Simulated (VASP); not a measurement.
Input:

```
Ir
1.0
    2.72090     0.00000     0.00000
   -1.36045     2.35636     0.00000
    0.00000     0.00000     4.41395
Ir
2
Direct
  0.33333   0.66667   0.25000
  0.66667   0.33333   0.75000
```

All values below come from PBEsol GGA, VASP's PBE PAW potentials (set 64) (plane waves; VASP). Settings: 530 eV cut-off, 14×14×8 Γ-centred mesh, first-order Methfessel-Paxton smearing of 0.10 eV, potentials Ir.

Finite-difference elastic constants of metals are sensitive to mesh and smearing; shear constants can be off by tens of GPa.

**Question.** Give the elastic stiffness tensor with the ions relaxed (GPa, in the frame of the cell).

**Answer.** 
|  | xx | yy | zz | yz | xz | xy |
|---|---|---|---|---|---|---|
| xx | 665 | 225 | 262 | 0.0 | 0.0 | 0.0 |
| yy | 225 | 665 | 262 | 0.0 | 0.0 | 0.0 |
| zz | 262 | 262 | 656 | 0.0 | 0.0 | 0.0 |
| yz | 0.0 | 0.0 | 0.0 | 94.8 | 0.0 | 0.0 |
| xz | 0.0 | 0.0 | 0.0 | 0.0 | 94.8 | 0.0 |
| xy | 0.0 | 0.0 | 0.0 | 0.0 | 0.0 | 220 |

**Question.** What does the run give for the Hill bulk modulus, Hill shear modulus, Young's modulus, Poisson's ratio?

**Answer.** 
```yaml
hill_bulk_modulus: 387 GPa
hill_shear_modulus: 153 GPa
Young's modulus: 4050 kbar
Poisson's ratio: 0.326
```

The structure was generated: Ir was put into the hcp type (P6_3/mmc), which need not be its known phase. It was relaxed first.
